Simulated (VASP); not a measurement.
# CS2 (Cmce) in VASP: reference runs

Reference runs on CS2: the cell as given and a disturbed copy.

All numbers are computed with VASP 6.6.1; they aren't measurements. Logs are shortened: lines on timing, memory, paths and dates and some standing lists are left out, and cuts for length are marked.

## Step 1: The crystal as given

It takes space group Cmce (No. 64, orthorhombic). Conventional cell: a = 7.292 Å, b = 5.989 Å, c = 9.851 Å, α = 90.00°, β = 90.00°, γ = 90.00°. Around S (site symmetry m) lie 1 C at 1.56 Å. C (site symmetry 2/m) is surrounded by 2 S at 1.56 Å.

The cell comes from a database or a generator and needn't be the stable form of this composition.

## Step 2: Single point, PBEsol

File INCAR:

```
SYSTEM = CS2
  ALGO = Normal
  EDIFF = 1E-7
  ENCUT = 520
  GGA = PS
  ISIF = 2
  ISMEAR = -1
  KPAR = 2
  LASPH = .TRUE.
  LCHARG = .FALSE.
  LREAL = .FALSE.
  LWAVE = .FALSE.
  NBANDS = 25
  NELM = 100
  PREC = Accurate
  SIGMA = 0.05
```

File KPOINTS:

```
k-points
0
G
  6 6 3
  0 0 0
```

File POSCAR:

```
CS2
1.0
    3.6457880000     -2.9943140000      0.0000000000
    3.6457880000      2.9943140000      0.0000000000
    0.0000000000      0.0000000000      9.8512570000
S C
4 2
Direct
    0.1815210000      0.8184790000      0.8868670000
    0.3184790000      0.6815210000      0.3868670000
    0.6815210000      0.3184790000      0.6131330000
    0.8184790000      0.1815210000      0.1131330000
    0.5000000000      0.5000000000      0.5000000000
    0.0000000000      0.0000000000      0.0000000000
```

Potentials or basis: VASP PAW PBE potentials, release 64 (S, C).

Launch:

```
$ cat potpaw_PBE.64/S/POTCAR potpaw_PBE.64/C/POTCAR > POTCAR
$ mpirun -np 2 vasp_std > vasp.out
```

OUTCAR:

```text
SYSTEM = CS2
   EDIFF = 1E-7
   ENCUT = 520
   GGA = PS
   ISIF = 2
   ISMEAR = -1
   LASPH = .TRUE.
   LREAL = .FALSE.
   NELM = 100
   PREC = Accurate

 ion  position               nearest neighbor table
   1  0.182  0.818  0.887-   6 1.56
   2  0.318  0.682  0.387-   5 1.56
   3  0.682  0.318  0.613-   5 1.56
   4  0.818  0.182  0.113-   6 1.56
   5  0.500  0.500  0.500-   2 1.56   3 1.56
   6  0.000  0.000  0.000-   1 1.56   4 1.56

  LATTYP: Found a base centered orthorhombic cell.
 ALAT       =     5.9886280000
 B/A-ratio  =     1.2175703684
 C/A-ratio  =     1.6449939786

  Lattice vectors:

 A1 = (  -3.6457880000,  -2.9943140000,   0.0000000000)
 A2 = (   3.6457880000,  -2.9943140000,   0.0000000000)
 A3 = (   0.0000000000,   0.0000000000,   9.8512570000)

Analysis of symmetry for initial positions (statically):
=====================================================================
 Subroutine PRICEL returns:
 Original cell was already a primitive cell.

 Routine SETGRP: Setting up the symmetry group for a
 base centered orthorhombic supercell.

 Subroutine GETGRP returns: Found  8 space group operations
 (whereof  4 operations were pure point group operations)
 out of a pool of  8 trial point group operations.

The static configuration has the point symmetry C_2h.
 The point group associated with its full space group is D_2h.

Analysis of symmetry for dynamics (positions and initial velocities):
=====================================================================
 Subroutine PRICEL returns:
 Original cell was already a primitive cell.

 Routine SETGRP: Setting up the symmetry group for a
 base centered orthorhombic supercell.

 Subroutine GETGRP returns: Found  8 space group operations
 (whereof  4 operations were pure point group operations)
 out of a pool of  8 trial point group operations.

The dynamic configuration has the point symmetry C_2h.
 The point group associated with its full space group is D_2h.

 Subroutine INISYM returns: Found  8 space group operations
 (whereof  4 operations are pure point group operations),
 and found     1 'primitive' translations

----------------------------------------------------------------------------------------

[... 99 lines left out ...]
   NELM   =    100;   NELMIN=  2; NELMDL= -5     # of ELM steps
   EDIFF  = 0.1E-06   stopping-criterion for ELM
   LREAL  =      F    real-space projection
   EDIFFG = 0.1E-05   stopping-criterion for IOM
   NSW    =      0    number of steps for IOM
   IBRION =     -1    ionic relax: 0-MD 1-quasi-New 2-CG
   NFREE  =      0    steps in history (QN), initial steepest desc. (CG)
   ISIF   =      2    stress and relaxation
   ISYM   =      2    0-nonsym 1-usesym 2-fastsym
   POTIM  = 0.5000    time-step for ionic-motion
   TEBEG  =    0.0;   TEEND  =   0.0 temperature during run
   PSTRESS=    0.0 pullay stress
   NELECT =      32.0000    total number of electrons
   NUPDOWN=      -1.0000    fix difference up-down
   EMIN   =  10.00;   EMAX   =-10.00  energy-range for DOS
   EFERMI =   0.00;   METHOD = LEGACY
   ISMEAR =    -1;   SIGMA  =   0.05  broadening in eV -4-tet -1-fermi 0-gaus
   EFERMI_NEDOS =   21; number of points for ismear=-14 and -15
   IALGO  =     38    algorithm
   IMIX   =      4    mixing-type and parameters
     AMIX     =   0.40;   BMIX     =  1.00
     AMIX_MAG =   1.60;   BMIX_MAG =  1.00
  volume/ion in A,a.u.               =      35.85       241.91
  Fermi-wavevector in a.u.,A,eV,Ry     =   0.867470  1.639281 10.238452  0.752505
  Thomas-Fermi vector in A             =   1.986009
   LORBIT       =      0    0 simple, 1 ext, 2 COOP (PROOUT), +10 PAW based schemes
   GGA     = PS    functional components
   LHFCALC =     F    Hartree Fock is set to
   AEXX    =    0.0000 exact exchange contribution
   IVDW    =     0    specifies the selected vdW correction
   LEPSILON=     F    determine dielectric tensor
   LRPA    =     F    only Hartree local field effects (RPA)
 non-spin polarized calculation
  energy-cutoff  :      520.00
  volume of cell :      215.09
 maximum number of plane-waves:      5823
   NGX = 17   NGY = 17   NGZ = 37

 number of electron      31.9999998 magnetization

 Free energy of the ion-electron system (eV)
  ---------------------------------------------------
  ext. energy  EPLUGINS =         0.00000000
  ---------------------------------------------------
  free energy    TOTEN  =       -34.59373087 eV

  energy without entropy =      -34.59373087  energy(sigma->0) =      -34.59373087

 E-fermi :  -1.0945     XC(G=0):  -6.2809

 val. band max:       -2.1770514563   @ k =   0.5000   0.5000   0.0000
 cond. band min:       1.2549428174   @ k =   0.5000   0.5000   0.0000
 fundamental gap:      3.4319942737
 Fermi energy:        -1.0945112476

 k-point     1 :       0.0000    0.0000    0.0000
  band No.  band energies     occupation
      1     -17.0097      2.00000
      2     -16.9704      2.00000
      3     -14.8431      2.00000
      4     -14.7748      2.00000
      5      -8.4316      2.00000
      6      -8.1878      2.00000
[... 661 lines left out ...]
     24       5.7495      0.00000
     25       6.1225      0.00000

 [... further k-points ...]

------------------------ aborting loop because EDIFF is reached ----------------------------------------

  FORCE on cell =-STRESS in cart. coord.  units (eV):
  Direction    XX          YY          ZZ          XY          YZ          ZX
  --------------------------------------------------------------------------------------
  -------------------------------------------------------------------------------------
  Total       -0.2836108     -0.6985846     -0.7144805      0.0000000     -0.0000000      0.0000000
  in kB       -2.1126274     -5.2037828     -5.3221924      0.0000000     -0.0000000      0.0000000
  external PRESSURE =      -4.2128675 kB  Pullay stress =       0.0000000 kB

 VOLUME and BASIS-vectors are now :
 -----------------------------------------------------------------------------
  energy-cutoff  :      520.00
  volume of cell :      215.09
      direct lattice vectors                 reciprocal lattice vectors
     3.645788000 -2.994314000  0.000000000     0.137144562 -0.166983155  0.000000000
     3.645788000  2.994314000  0.000000000     0.137144562  0.166983155  0.000000000
     0.000000000  0.000000000  9.851257000     0.000000000  0.000000000  0.101509889

 POSITION                                       TOTAL-FORCE (eV/Angst)
 -----------------------------------------------------------------------------------
      3.64579      1.90725      8.73675         0.000000      0.093345      0.094595
      3.64579      1.08706      3.81113         0.000000     -0.093345      0.094595
      3.64579     -1.08706      6.04013         0.000000      0.093345     -0.094595
      3.64579     -1.90725      1.11450         0.000000     -0.093345     -0.094595
      3.64579      0.00000      4.92563         0.000000     -0.000000      0.000000
      0.00000      0.00000      0.00000         0.000000     -0.000000      0.000000
 -----------------------------------------------------------------------------------
    total drift:                                0.000000     -0.000000     -0.000000

  FREE ENERGIE OF THE ION-ELECTRON SYSTEM (eV)
  ---------------------------------------------------
  free  energy   TOTEN  =       -34.5937308693 eV

  energy  without entropy=      -34.5937308692  energy(sigma->0) =      -34.59373087
```

OSZICAR:

```text
N       E                     dE             d eps       ncg     rms          rms(c)
DAV:   1     0.184980012848E+03    0.18498E+03   -0.12095E+04  1300   0.102E+03
DAV:   2    -0.158018459562E+02   -0.20078E+03   -0.19128E+03  1846   0.191E+02
DAV:   3    -0.363762866883E+02   -0.20574E+02   -0.20391E+02  1616   0.671E+01
DAV:   4    -0.368156605498E+02   -0.43937E+00   -0.43847E+00  1685   0.121E+01
DAV:   5    -0.368277816516E+02   -0.12121E-01   -0.12116E-01  1719   0.188E+00    0.291E+01
DAV:   6    -0.347726777585E+02    0.20551E+01   -0.45082E+00  1376   0.130E+01    0.127E+01
DAV:   7    -0.346053038182E+02    0.16737E+00   -0.13365E+00  1690   0.630E+00    0.699E+00
DAV:   8    -0.346057409618E+02   -0.43714E-03   -0.16840E-01  1573   0.201E+00    0.915E-01
DAV:   9    -0.345945215672E+02    0.11219E-01   -0.37005E-02  1629   0.953E-01    0.872E-01
DAV:  10    -0.345938985512E+02    0.62302E-03   -0.37046E-03  1619   0.343E-01    0.274E-01
DAV:  11    -0.345936676796E+02    0.23087E-03   -0.73476E-04  1679   0.137E-01    0.322E-01
DAV:  12    -0.345937232602E+02   -0.55581E-04   -0.35500E-04  1441   0.108E-01    0.377E-02
DAV:  13    -0.345937309351E+02   -0.76749E-05   -0.30529E-05  1767   0.308E-02    0.261E-02
DAV:  14    -0.345937302570E+02    0.67805E-06   -0.16627E-06  1606   0.692E-03    0.126E-02
DAV:  15    -0.345937308655E+02   -0.60852E-06   -0.18873E-06  1505   0.776E-03    0.667E-03
DAV:  16    -0.345937308693E+02   -0.37621E-08   -0.24825E-07  1480   0.270E-03
   1 F= -.34593731E+02 E0= -.34593731E+02  d E =-.109506E-09
```

stdout:

```text
POSCAR found type information on POSCAR S C
 POSCAR found :  2 types and       6 ions
 scaLAPACK will be used
 -----------------------------------------------------------------------------
|                                                                             |
|                                                                             |
|     You enforced a specific xc type in the INCAR file but a different       |
|     I HOPE YOU KNOW WHAT YOU ARE DOING!                                     |
|                                                                             |
 -----------------------------------------------------------------------------

 LDA part: xc-table for (Slater+PW92), standard interpolation
 POSCAR, INCAR and KPOINTS ok, starting setup
 FFT: planning ... GRIDC
 FFT: planning ... GRID_SOFT
 FFT: planning ... GRID
 WAVECAR not read
 entering main loop
```

Run time: 48 s. Hardware: 2 MPI ranks of Intel Xeon Platinum 8488C (Sapphire Rapids), shared host; peak memory 0.36 GiB.

What came out:

```yaml
Free_energy: -34.5937 eV
Pressure: -0.4 GPa
Largest_force: 0.133 eV/Å
Band_gap_on_the_k_mesh: 3.43 eV, direct
```

Forces on the atoms (eV/Å):
```
S    0.000  0.093  0.095
S    0.000 -0.093  0.095
S    0.000  0.093 -0.095
S    0.000 -0.093 -0.095
C    0.000  0.000  0.000
C    0.000  0.000  0.000
```

Stress tensor (GPa, compression positive):
```
-0.21  0.00  0.00
 0.00 -0.52  0.00
 0.00  0.00 -0.53
```

Caveat: the PAW data sets were made with another functional, which shifts forces and pressure a little; an odd mesh through Γ misses points on the zone boundary, where band edges often lie.

## Step 3: Single point, PBEsol (atoms moved at random, drawn with an rms of 0.05 Å)

INCAR is that of step 2.

KPOINTS is that of step 2.

File POSCAR:

```
CS2
1.0
    3.6457880000     -2.9943140000      0.0000000000
    3.6457880000      2.9943140000      0.0000000000
    0.0000000000      0.0000000000      9.8512570000
S C
4 2
Direct
    0.1734530000      0.8181560000      0.8876620000
    0.3186340000      0.6833800000      0.3863530000
    0.6756330000      0.3154350000      0.6150760000
    0.8284930000      0.1635220000      0.1119200000
    0.4949060000      0.4993010000      0.5041260000
    0.0099390000     -0.0109550000      0.0008830000
```

Potentials or basis: VASP PAW PBE potentials, release 64 (S, C).

Launch:

```
$ cat potpaw_PBE.64/S/POTCAR potpaw_PBE.64/C/POTCAR > POTCAR
$ mpirun -np 2 vasp_std > vasp.out
```

OUTCAR:

```text
SYSTEM = CS2
   EDIFF = 1E-7
   ENCUT = 520
   GGA = PS
   ISIF = 2
   ISMEAR = -1
   LASPH = .TRUE.
   LREAL = .FALSE.
   NELM = 100
   PREC = Accurate

 ion  position               nearest neighbor table
   1  0.173  0.818  0.888-   6 1.50
   2  0.319  0.683  0.386-   5 1.58
   3  0.676  0.315  0.615-   5 1.54
   4  0.828  0.164  0.112-   6 1.53
   5  0.495  0.499  0.504-   3 1.54   2 1.58
   6  0.010  0.989  0.001-   1 1.50   4 1.53

  LATTYP: Found a base centered orthorhombic cell.
 ALAT       =     5.9886280000
 B/A-ratio  =     1.2175703684
 C/A-ratio  =     1.6449939786

  Lattice vectors:

 A1 = (  -3.6457880000,  -2.9943140000,   0.0000000000)
 A2 = (   3.6457880000,  -2.9943140000,   0.0000000000)
 A3 = (   0.0000000000,   0.0000000000,   9.8512570000)

Analysis of symmetry for initial positions (statically):
=====================================================================
 Subroutine PRICEL returns:
 Original cell was already a primitive cell.

 Routine SETGRP: Setting up the symmetry group for a
 base centered orthorhombic supercell.

 Subroutine GETGRP returns: Found  1 space group operations
 (whereof  1 operations were pure point group operations)
 out of a pool of  8 trial point group operations.

The static configuration has the point symmetry C_1 .

Analysis of symmetry for dynamics (positions and initial velocities):
=====================================================================
 Subroutine PRICEL returns:
 Original cell was already a primitive cell.

 Routine SETGRP: Setting up the symmetry group for a
 base centered orthorhombic supercell.

 Subroutine GETGRP returns: Found  1 space group operations
 (whereof  1 operations were pure point group operations)
 out of a pool of  8 trial point group operations.

[... 127 lines left out ...]
     AMIX     =   0.40;   BMIX     =  1.00
     AMIX_MAG =   1.60;   BMIX_MAG =  1.00
  volume/ion in A,a.u.               =      35.85       241.91
  Fermi-wavevector in a.u.,A,eV,Ry     =   0.867470  1.639281 10.238452  0.752505
  Thomas-Fermi vector in A             =   1.986009
   LORBIT       =      0    0 simple, 1 ext, 2 COOP (PROOUT), +10 PAW based schemes
   GGA     = PS    functional components
   LHFCALC =     F    Hartree Fock is set to
   AEXX    =    0.0000 exact exchange contribution
   IVDW    =     0    specifies the selected vdW correction
   LEPSILON=     F    determine dielectric tensor
   LRPA    =     F    only Hartree local field effects (RPA)
 non-spin polarized calculation
  energy-cutoff  :      520.00
  volume of cell :      215.09
 maximum number of plane-waves:      5823
   NGX = 17   NGY = 17   NGZ = 37

 number of electron      32.0000001 magnetization

 Free energy of the ion-electron system (eV)
  ---------------------------------------------------
  ext. energy  EPLUGINS =         0.00000000
  ---------------------------------------------------
  free energy    TOTEN  =       -34.45898564 eV

  energy without entropy =      -34.45898564  energy(sigma->0) =      -34.45898564

 E-fermi :  -1.0674     XC(G=0):  -6.2588

 val. band max:       -2.1760869313   @ k =   0.5000   0.5000   0.0000
 cond. band min:       1.2820841269   @ k =   0.5000   0.5000   0.0000
 fundamental gap:      3.4581710582
 Fermi energy:        -1.0674399754

 k-point     1 :       0.0000    0.0000    0.0000
  band No.  band energies     occupation
      1     -17.3255      2.00000
      2     -16.9525      2.00000
      3     -15.0103      2.00000
      4     -14.7515      2.00000
      5      -8.4112      2.00000
      6      -8.1164      2.00000
[... 661 lines left out ...]
     24       5.1269      0.00000
     25       6.2592      0.00000

 [... further k-points ...]

------------------------ aborting loop because EDIFF is reached ----------------------------------------

  FORCE on cell =-STRESS in cart. coord.  units (eV):
  Direction    XX          YY          ZZ          XY          YZ          ZX
  --------------------------------------------------------------------------------------
  -------------------------------------------------------------------------------------
  Total       -0.2913505      2.3806480      2.8116173      0.0114701      4.3974153      0.0609036
  in kB       -2.1702812     17.7335376     20.9438441      0.0854409     32.7565132      0.4536732
  external PRESSURE =      12.1690335 kB  Pullay stress =       0.0000000 kB

 VOLUME and BASIS-vectors are now :
 -----------------------------------------------------------------------------
  energy-cutoff  :      520.00
  volume of cell :      215.09
      direct lattice vectors                 reciprocal lattice vectors
     3.645788000 -2.994314000  0.000000000     0.137144562 -0.166983155  0.000000000
     3.645788000  2.994314000  0.000000000     0.137144562  0.166983155  0.000000000
     0.000000000  0.000000000  9.851257000     0.000000000  0.000000000  0.101509889

 POSITION                                       TOTAL-FORCE (eV/Angst)
 -----------------------------------------------------------------------------------
      3.61520      1.93044      8.74459         0.030293     -2.228653     -2.323859
      3.65313      1.09216      3.80606        -0.048220     -0.840790      1.019259
      3.61322     -1.07855      6.05927        -0.024806     -0.202174      0.309417
      3.61668     -1.99113      1.10255         0.059982      1.049304      1.227498
      3.62467      0.01316      4.96627         0.072873      1.042181     -1.329428
      3.64208      2.93175      0.00870        -0.090122      1.180132      1.097114
 -----------------------------------------------------------------------------------
    total drift:                               -0.000070      0.000299      0.000216

  FREE ENERGIE OF THE ION-ELECTRON SYSTEM (eV)
  ---------------------------------------------------
  free  energy   TOTEN  =       -34.4589856410 eV

  energy  without entropy=      -34.4589856409  energy(sigma->0) =      -34.45898564
```

stdout:

```text
POSCAR found type information on POSCAR S C
 POSCAR found :  2 types and       6 ions
 scaLAPACK will be used
 -----------------------------------------------------------------------------
|                                                                             |
|                                                                             |
|     You enforced a specific xc type in the INCAR file but a different       |
|     I HOPE YOU KNOW WHAT YOU ARE DOING!                                     |
|                                                                             |
 -----------------------------------------------------------------------------

 LDA part: xc-table for (Slater+PW92), standard interpolation
 POSCAR, INCAR and KPOINTS ok, starting setup
 FFT: planning ... GRIDC
 FFT: planning ... GRID_SOFT
 FFT: planning ... GRID
 WAVECAR not read
 entering main loop
```

Wall time 95 s (2 MPI ranks of Intel Xeon Platinum 8488C (Sapphire Rapids), shared host); peak memory 0.43 GiB.

Results:

| Quantity | Value |
| --- | --- |
| Free energy | -34.4590 eV |
| Pressure | 1.2 GPa |
| Largest force | 3.220 eV/Å |
| Band gap on the k mesh | 3.46 eV, direct |

Forces in eV/Å, atoms in the order of the input:
```
S    0.030 -2.229 -2.324
S   -0.048 -0.841  1.019
S   -0.025 -0.202  0.309
S    0.060  1.049  1.227
C    0.073  1.042 -1.329
C   -0.090  1.180  1.097
```

Stress tensor (GPa, compression positive):
```
-0.22  0.01  0.05
 0.01  1.77  3.28
 0.05  3.28  2.09
```

Caveat: the PAW data sets were made with another functional, which shifts forces and pressure a little; an odd mesh through Γ misses points on the zone boundary, where band edges often lie.
